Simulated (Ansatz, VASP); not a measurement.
# Mg (Magnesium) in two plane-wave programs

Aim: how closely do two programs agree when they are given the same cell, functional and k mesh? The cell is taken from a series of VASP runs on this material, whose earlier steps may have relaxed, scaled or displaced it; both programs get it as it stands.

Method: plane waves, with VASP 6.6.1 beside it; relaxation of cell and atoms at LDA, in Ansatz 0.2.0.

## 1. The starting structure

The structure is hexagonal, space group P6_3/mmc (No. 194). The conventional cell has a = 3.112 Å, b = 3.112 Å, c = 5.130 Å, α = 90.00°, β = 90.00°, γ = 120.00°. Mg has 12 Mg at 3.11 to 3.13 Å nearest.

Structure file:

```
Mg
1.0
     3.11211    0.00000    0.00000
    -1.55605    2.69517    0.00000
     0.00000    0.00000    5.12996
Mg
2
Cartesian
  1.5561 0.8984 3.8475
  0.0000 1.7968 1.2825
```

## 2. VASP: relaxation of cell and atoms, LDA

The relaxed volume is the usual yardstick between codes: its relative difference is about their pressure difference at one cell divided by the bulk modulus.

Lines of VASP's logs that name or quote its potential files are left out, and so is its time.

INCAR reads:

```
SYSTEM = Mg
PREC = Accurate
ENCUT = 450
EDIFF = 1E-06
NELM = 100
ISMEAR = 1
SIGMA = 0.1
LREAL = .FALSE.
ALGO = Normal
GGA = CA
LORBIT = 11
LWAVE = .FALSE.
LCHARG = .FALSE.
KPAR = 2
IBRION = 2
NSW = 50
ISIF = 3
EDIFFG = -0.01
```

POSCAR reads:

```
Mg
1.0
    3.1121097582      0.0000000000      0.0000000000
   -1.5560548791      2.6951661100      0.0000000000
    0.0000000000      0.0000000000      5.1299594410
Mg
2
Direct
    0.6666666667      0.3333333333      0.7500000000
    0.3333333333      0.6666666667      0.2500000000
```

KPOINTS reads:

```
Automatic mesh
0
Gamma
10 10 6
0 0 0
```

PAW data sets: Mg (LDA family, release 64).

Launch:

```bash
$ mpirun -np 2 vasp_std
```

Numbers of over 12 decimals in the logs are rounded to 6 here.

Output:

```text
[banner, memory and clock lines left out]
running    2 mpi-ranks, on    1 nodes
 distrk:  each k-point on    1 cores,    2 groups
 distr:  one band on    1 cores,    1 groups

 POSCAR found type information on POSCAR Mg
 POSCAR found :  1 types and       2 ions
 LDA part: xc-table for (Slater(with rela. corr.)+CA(PZ))
 , standard interpolation
 POSCAR, INCAR and KPOINTS ok, starting setup
 FFT: planning ... GRIDC
 FFT: planning ... GRID_SOFT
 FFT: planning ... GRID
 WAVECAR not read
 entering main loop
       N       E                     dE             d eps       ncg     rms          rms(c)
DAV:   1    -0.533662016470E+00   -0.53366E+00   -0.11860E+03   672   0.419E+02
DAV:   2    -0.361398946180E+01   -0.30803E+01   -0.29443E+01   894   0.288E+01
DAV:   3    -0.363659884444E+01   -0.22609E-01   -0.22504E-01   972   0.333E+00
DAV:   4    -0.363665192320E+01   -0.53079E-04   -0.53049E-04   918   0.134E-01
DAV:   5    -0.363665204546E+01   -0.12226E-06   -0.12228E-06  1008   0.516E-03    0.918E-01
DAV:   6    -0.362505256259E+01    0.11599E-01   -0.58680E-04   852   0.194E-01    0.584E-01
DAV:   7    -0.361597276935E+01    0.90798E-02   -0.20081E-03   780   0.354E-01    0.293E-02
DAV:   8    -0.361596417390E+01    0.85955E-05   -0.14049E-05  1056   0.283E-02    0.627E-03
DAV:   9    -0.361596325075E+01    0.92315E-06   -0.62314E-07   678   0.547E-03
   1 F= -.36159633E+01 E0= -.36154648E+01  d E =-.361596E+01
 curvature:   0.00 expect dE= 0.000E+00 dE for cont linesearch  0.000E+00
 trial: gam= 0.00000 g(F)=  0.907E-53 g(S)=  0.476E-05 ort = 0.000E+00 (trialstep = 0.100E+01)
 search vector abs. value=  0.476E-05
 reached required accuracy - stopping structural energy minimisation
```

From OUTCAR (step 2):

```text
ion  position               nearest neighbor table
   1  0.667  0.333  0.750-   2 3.13   2 3.13   2 3.13   2 3.13   2 3.13   2 3.13
   2  0.333  0.667  0.250-   1 3.13   1 3.13   1 3.13   1 3.13   1 3.13   1 3.13

  LATTYP: Found a hexagonal cell.
 ALAT       =     3.1121097582
 C/A-ratio  =     1.6483864129

 Subroutine GETGRP returns: Found 24 space group operations
 (whereof 12 operations were pure point group operations)

The static configuration has the point symmetry D_3d.
 The point group associated with its full space group is D_6h.

 Found     56 irreducible k-points:

   k-points           NKPTS =     56   k-points in BZ     NKDIM =     56   number of bands    NBANDS=      6

   dimension x,y,z NGX =    24 NGY =   24 NGZ =   36
   dimension x,y,z NGXF=    48 NGYF=   48 NGZF=   72

   ENCUT  =  450.0 eV  33.07 Ry    5.75 a.u.   5.38  5.38  8.87*2*pi/ulx,y,z

   NELECT =       4.0000    total number of electrons

 k-points in reciprocal lattice and weights: Automatic mesh
   0.00000000  0.00000000  0.00000000       0.002
   0.10000000  0.00000000  0.00000000       0.010
   0.20000000  0.00000000  0.00000000       0.010
   0.30000000  0.00000000  0.00000000       0.010
   0.40000000  0.00000000  0.00000000       0.010
   0.50000000  0.00000000  0.00000000       0.005
   0.10000000  0.10000000  0.00000000       0.010
   0.20000000  0.10000000  0.00000000       0.020
   0.30000000  0.10000000  0.00000000       0.020
[...]
0.40000000  0.20000000  0.50000000       0.010
   0.30000000  0.30000000  0.50000000       0.010

 average (electrostatic) potential at core
       1 -38.9252       2 -38.9252

 E-fermi :   2.9489

 k-point     1 :       0.0000    0.0000    0.0000
  band No.  band energies     occupation
      1      -4.3881      2.00000
      2       0.9760      2.00000
      3       1.3976      2.00000
      4      14.2542      0.00000
      5      14.2542      0.00000
      6      14.4685      0.00000

 k-point     2 :       0.1000    0.0000    0.0000
  band No.  band energies     occupation
      1      -4.1808      2.00000
      2       1.1639      2.00000
      3       1.5987      2.00000
      4      11.3941      0.00000
      5      12.8347      0.00000
      6      13.6097      0.00000

 k-point     3 :       0.2000    0.0000    0.0000
  band No.  band energies     occupation
      1      -3.5618      2.00000
      2       1.7285      2.00000
      3       2.1897      2.00000
      4       8.2993      0.00000
      5      11.6464      0.00000
      6      12.0044      0.00000

  Total        0.0090872      0.0090872      0.0056904      0.0000000      0.0000000      0.0000000
  in kB        0.3383653      0.3383653      0.2118836      0.0000000      0.0000000      0.0000000
  external PRESSURE =       0.2962047 kB  Pullay stress =       0.0000000 kB

  energy-cutoff  :      450.00
  volume of cell :       43.03
      direct lattice vectors                 reciprocal lattice vectors
     3.112109758  0.000000000  0.000000000     0.321325428  0.185517322  0.000000000
    -1.556054879  2.695166110  0.000000000     0.000000000  0.371034645  0.000000000
     0.000000000  0.000000000  5.129959441     0.000000000  0.000000000  0.194933315

 POSITION                                       TOTAL-FORCE (eV/Angst)
 -----------------------------------------------------------------------------------
      1.55605      0.89839      3.84747         0.000000      0.000000      0.000000
     -0.00000      1.79678      1.28249         0.000000     -0.000000      0.000000
 -----------------------------------------------------------------------------------
    total drift:                               -0.000000      0.000000     -0.000000

  FREE ENERGIE OF THE ION-ELECTRON SYSTEM (eV)
  ---------------------------------------------------
  free  energy   TOTEN  =        -3.6159632507 eV

  energy  without entropy=       -3.6144680477  energy(sigma->0) =       -3.61546485

 reached required accuracy - stopping structural energy minimisation

 total charge
# of ion       s       p       d       tot
------------------------------------------
    1        0.224   0.140   0.013   0.378
    2        0.224   0.140   0.013   0.378
--------------------------------------------------
tot          0.449   0.279   0.027   0.755

[... 3 further parts left out ...]
```

CONTCAR:

```
Mg
   1.00000000000000
     3.1121097581999999    0.0000000000000000    0.0000000000000000
    -1.5560548791000000    2.6951661100000002    0.0000000000000000
     0.0000000000000000    0.0000000000000000    5.1299594409999996
  Mg
     2
Direct
     0.6666666667000030    0.3333333332999970    0.7500000000000000
     0.3333333332999970    0.6666666667000030    0.2500000000000000
```

## 3. Ansatz: relaxation of cell and atoms, LDA

Ansatz runs on its default PAW (the set named soft_2) files.

The same cell, functional (in two slightly different forms), mesh and smearing now go to Ansatz, which takes its cutoff from its data sets.

input.yaml reads:

```yaml
crystal:
  lattice:
    - [3.1121097582, 0.0, 0.0]
    - [-1.5560548791, 2.69516611, 0.0]
    - [0.0, 0.0, 5.129959441]
  atoms:
    - { symbol: Mg, position: [0.6666666667, 0.3333333333, 0.75] }
    - { symbol: Mg, position: [0.3333333333, 0.6666666667, 0.25] }
hamiltonian:
  xc: lda
  pseudopotentials: { kind: paw }
kpoints:
  mp_grid: { grid: [10, 10, 6] }
scf:
  occupations: { method: methfessel_paxton, width: 0.1 }
relax:
  f_tol: 0.01
  max_steps: 60
  cell: { stress_tol: 0.05 }
output:
  forces: true
  stress: true
```

Launch:

```bash
$ ansatz run input.yaml --threads 4 --pin off --max-ram 9216MiB --backend cpu --events-out ev --progress --plain --runs-dir out
```

Output:

```text
Engine: ansatz 0.2.0, aarch64-unknown-linux-gnu
Pseudopotentials: kind: paw
Pseudopotential: Mg, paw, valence charge 10, recommended cutoff 420 eV (normal), Mg.paw.azcp
Functional definition: SPW92
  exchange = slater_x
  correlation = pw_c
Crystal: 2 atoms, lattice volume = 43.028 Å³
Basis set: ecut = 420 eV, 833 PW (Γ)
Bands: 14, of which v1, the nominal top of the filled ones, is band 10 counted from 1 (9 counted from 0)
Symmetry: 24 space group operations
Space group: P63/mmc (ITA 194), of the structure as read, at distance tolerance 3.5e-5 Å
k-points: 56 of 600
Non-local potential: Mg, projectors of the file, l = 0: 3, l = 1: 2, l = 2: 1
PAW form: soft (Blöchl's): semilocal exchange-correlation on the pseudo side does not see the compensation charge
PAW frozen core: Mg, regenerated for the run's functional, and the local potential with it (the file was generated under x = pbe(κ = 0.804, μ = 0.219515), c = pbe(β = 0.066725))
PAW one-centre angular grid: Mg, 110 points (default); XC on 64 Gauss nodes
Initial density: superposition of atomic densities (neutral atoms: chi_scale 0, normalization atom), corrected by the library's trained network
Initial wavefunctions: pseudopotential atomic-orbital guess
Functional: x = slater, c = lda
SCF iter   1: F=—  HF=-3803.209508 eV  |F-HF|=—  |Δ(HF+E_count)|=         —  Δρ=6.55e-3  dr2=6.32e-3  ethr=1.77e-3  ⟨swp⟩=5.0  Hψ=4004  notcnv=0
preconditioner: auto → none  [metal: Δε(μ)=0.023 eV  Ē_g=7.185 eV  σ=0.100 eV  W_gap=0.19  n_scr=8 (ndim 8)  ℏωp=11.3 eV  f_vac=0.000  D(μ)=1.58/eV (n_scr^D=10)  sad-step TF]
SCF iter   2: F=—  HF=-3803.201762 eV  |F-HF|=—  |Δ(HF+E_count)|=   7.75e-3  S|Δr|=    0.00e0  Δρ=2.58e-3  dr2=1.35e-3  ethr=3.16e-5  ⟨swp⟩=2.0  Hψ=1719  notcnv=0
SCF iter   3: F=—  HF=-3803.201280 eV  |F-HF|=—  |Δ(HF+E_count)|=   4.82e-4  S|Δr|=    0.00e0  Δρ=4.51e-4  dr2=7.21e-5  ethr=6.77e-6  ⟨swp⟩=2.0  Hψ=1232  notcnv=0
SCF iter   4: F=—  HF=-3803.201297 eV  |F-HF|=—  |Δ(HF+E_count)|=   1.68e-5  S|Δr|=    0.00e0  Δρ=3.14e-5  dr2=1.90e-7  ethr=3.61e-7  ⟨swp⟩=1.0  Hψ=784  notcnv=0
SCF iter   5: F=-3803.201297 eV  HF=-3803.201297 eV  |F-HF|=5.98e-9  |Δ(HF+E_count)|=   6.92e-8  S|Δr|=    0.00e0  Δρ=3.40e-6  dr2=2.29e-9  ethr=5.00e-10  ⟨swp⟩=4.3  Hψ=2517  notcnv=0
SCF 1 converged in 5 iterations: F = -3803.201297 eV  dr2 = 2.29e-9
  greatest PAW one-centre occupation: 1.000 electrons in one spin orbital (limit 2), on the Mg atom at site 1 (counted from 0), in its partial waves of l = 1
relax step   1: F+E_penalty+E_count = -3803.20129659 eV  Δ(F+E_penalty+E_count) = +0.000e0 eV  max|allowed force component| = 4.626e-17 eV/Å  Δτ_max = 0.0000 Å  P = +0.358 GPa  Ω = 43.028 Å³  (5 SCF iters, dr2 threshold 1.00e-7 eV, accepted)
[...]
relax step   2: F+E_penalty+E_count = -3803.20171470 eV  Δ(F+E_penalty+E_count) = -4.181e-4 eV  max|allowed force component| = 4.626e-17 eV/Å  Δτ_max = 0.0000 Å  P = +0.043 GPa  Ω = 43.369 Å³  energy of the carried Pulay correction = -7.492e-6 eV  (3 SCF iters, dr2 threshold 2.00e-7 eV, accepted)
[...]
relax step   3: F+E_penalty+E_count = -3803.20172317 eV  Δ(F+E_penalty+E_count) = -8.473e-6 eV  max|allowed force component| = 4.626e-17 eV/Å  Δτ_max = 0.0000 Å  P = +0.043 GPa  Ω = 43.369 Å³  stress off target by 4.97e-2 GPa  SCF on the basis re-selected at this cell (its energy is not comparable with the rows above)  (3 SCF iters)
basis re-selected at this cell: Δ(F+E_penalty+E_count) = -8.473e-6 eV, ΔP = +0.000 GPa vs the last step (what re-selecting the basis moved, of the pressure what is left beyond the Pulay correction that the steps carried, after the strain that the cell walked since its last selection, with what the two solves' SCF thresholds leave and, on support functions, any second-order correction that the steps lacked; it is no m [...]
SCF converged after 3 iterations
Stability not checked: this state was not tested for a lower state beside it, because cold or Methfessel-Paxton smearing, or corrected tetrahedra, fill the levels in a way that the test cannot read (fill_not_monotonic; see scf.lower_state_search)
Free energy (F): -3803.201723 eV
Harris-Foulkes:  -3803.201723 eV  (|F-HF|=3.16e-10)
Internal energy: -3803.200221 eV  (E = F + TS)
E sigma→0 (E₀):  -3803.201348 eV
Entropy (-TS):   -0.001502 eV (-0.751 meV/atom)
Fermi energy:    6.071864 eV
--- Per-component energies (eV) ---
  E_band       = -705.778631
  E_kinetic    = 151.122502
  E_local      = -3195.448902  (includes V_loc(G=0)·N_el)
  E_nonlocal   = 193.317907
  E_hartree    = 1138.291139
  E_xc         = -56.814523
  E_vxc        = -73.861661  (∫ρ·V_xc dr)
  E_paw        = -542.597022  (= ΣΔE_a)
  E_vpaw       = -57.490664  (= ΣTr[D̂ρ^β])
  E_aug_tail   = -0.000000  (compensation charges beyond the density's cutoff)
  E_ewald      = -1491.372280
  E_core_change = 0.300959  (= ΣΔE_core)
  E_smearing   = -0.001502  (= −TS)
  E_closure    = 0.000000  (closes the sum)
  Σ components = -3803.201723   (vs F -3803.201723, Δ=0.00e0)
--- Forces (eV/Å), atoms counted from 1 ---
  atom   1  Mg    -0.00000000    -0.00000000    -0.00000000
  atom   2  Mg    -0.00000000     0.00000000     0.00000000
  max |Σ_I F_I| component: 1.39e-17 eV/Å
--- Stress (GPa, compression-positive) ---
        0.049659      -0.000000       0.000000
       -0.000000       0.049659       0.000000
        0.000000       0.000000       0.029911
  P = ⅓ Tr σ = 0.0431 GPa (0.431 kbar)
--- Relaxed structure (2 steps of the walk, 2 accepted, 1 SCFs on fresh bases) ---
  F+E_penalty+E_count = -3803.20172317 eV   max|allowed force component| = 4.626e-17 eV/Å   (the final SCF, on the basis selected at the relaxed cell)
  cell:  # Å, volume = 43.3695 Å³
    - [3.120571, 0, 0]
    - [-1.560286, 2.702494, 0]
    - [0, 0, 5.142633]
  atoms:
    - { symbol: Mg, position: [0.666667, 0.333333, 0.750000] }
    - { symbol: Mg, position: [0.333333, 0.666667, 0.25] }
```

Run time: 1.9 s. Hardware: 4 threads of Arm Neoverse N1, shared host; peak memory 0.29 GiB; 6 s of CPU time.

## 4. Side by side

Known differences besides the potentials themselves: the two LDA forms differ slightly; both relaxations stop at a tolerance, which leaves soft axes loose, and VASP keeps its plane-wave basis; the data sets hold 20 valence electrons in Ansatz (default PAW (the set named soft_2) files) and 4 in VASP; the cutoff is 420 eV in Ansatz and 450 eV in VASP; VASP's log shows a relativistic correction to its local exchange, Ansatz's none; Ansatz adds a Pulay correction to the stress that steers its cell, VASP none. Total energies have different zeros and are not compared.

Compared:

```
                                         quantity  Ansatz   VASP  difference
                                      volume (Å³)   43.37  43.03     +0.79 %
edge a after relaxation, in the typed setting (Å)   3.121  3.112     +0.27 %
edge c after relaxation, in the typed setting (Å)   5.143  5.130     +0.25 %
```

The walks stopped with 0.04 GPa left in Ansatz and 0.03 GPa in VASP; each walk ends within a tolerance, so the volume difference is uncertain by about these residues over the bulk modulus, most in soft cells.

## 5. What came out

```yaml
difference_in_volume_relaxation_of_cell_and_atoms_lda: 0.79 %
```

What this shows: The difference in volume is 0.79 % (relaxation of cell and atoms, LDA), within the 1.2 % picked in this series as the mark of a large difference, as far as the stopping tolerances let one tell. How closely two codes agree says nothing of how well the functional describes the real material.

[Lines on the potential files, build, host, timing and source positions are cut from VASP's logs without a mark.]

[Logs are printed without paths, hosts, clocks, repeated set-up lines and the standing remarks that a program may print on its own settings, such as how far it seeks lower states.]

[Hosts, paths, dates, database ids (printed as entryN), source tags and the programs' standing remarks are cut or masked in the printed files.]
